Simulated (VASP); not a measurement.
VASP input:

**INCAR**
```
SYSTEM = SnO
PREC = Accurate
ENCUT = 600
EDIFF = 1E-7
NELM = 100
ALGO = Normal
LREAL = .FALSE.
LASPH = .TRUE.
ISMEAR = 0
SIGMA = 0.05
GGA = PE
LMAXMIX = 4
LWAVE = .FALSE.
LCHARG = .FALSE.
ISIF = 3
IBRION = 2
NSW = 40
EDIFFG = -0.01
PSTRESS = 200
```

POSCAR:
```
SnO
1
    3.8677917736     0.0000000000     0.0000000000
    0.0000000000     3.8677917736    -0.0000000000
    0.0000000000    -0.0000000000     5.0526415445
Sn O
2 2
Direct
  0.5000000000   0.0000000000   0.7698230672
  1.0000000000   0.5000000000   0.2301769328
  0.5000000000   0.5000000000   1.0000000000
  0.0000000000   1.0000000000   1.0000000000
```

File KPOINTS:
```
K-points
0
Gamma
 6 6 4
0 0 0
```

POTCAR, in this order: Sn_d O (PBE.64 set). Program: vasp_std.

Task: Write an equivalent input for Ansatz.

Result: One equivalent input (not run):
Ansatz 0.2 input:
```yaml
crystal:
  lattice:
    - [3.8677918, 0.0000000, 0.0000000]
    - [0.0000000, 3.8677918, 0.0000000]
    - [0.0000000, 0.0000000, 5.0526415]
  atoms:
    - { symbol: Sn, position: [0.5000000, 0.0000000, 0.7698231] }
    - { symbol: Sn, position: [1.0000000, 0.5000000, 0.2301769] }
    - { symbol: O, position: [0.5000000, 0.5000000, 1.0000000] }
    - { symbol: O, position: [0.0000000, 1.0000000, 1.0000000] }
kpoints:
  mp_grid: { grid: [6, 6, 4] }
hamiltonian:
  xc: pbe
  pseudopotentials: { kind: paw }
scf:
  occupations: { method: gaussian, width: 0.05 }
  max_iter: 100
relax:
  max_steps: 40
  f_tol: 0.01
  cell: { p_target: 20 }
output: { forces: true, stress: true, eigenvalues: true }
```
Limits of the translation: each code has its own PAW files, so the cut-off isn't converted (ENCUT is set for VASP's; basis.ecutwfc is left out, and Ansatz then takes the one that its files recommend); Ansatz stops its SCF on the density residual and VASP on the energy change (EDIFF).

The compound is SnO in the litharge structure. This run relaxes it under an external pressure of 20 GPa. Symmetry was kept, so distortions that lower it aren't found. The k-mesh is coarse (spacing up to 0.38 per Å, 2π included), so the numbers may not be converged in it.
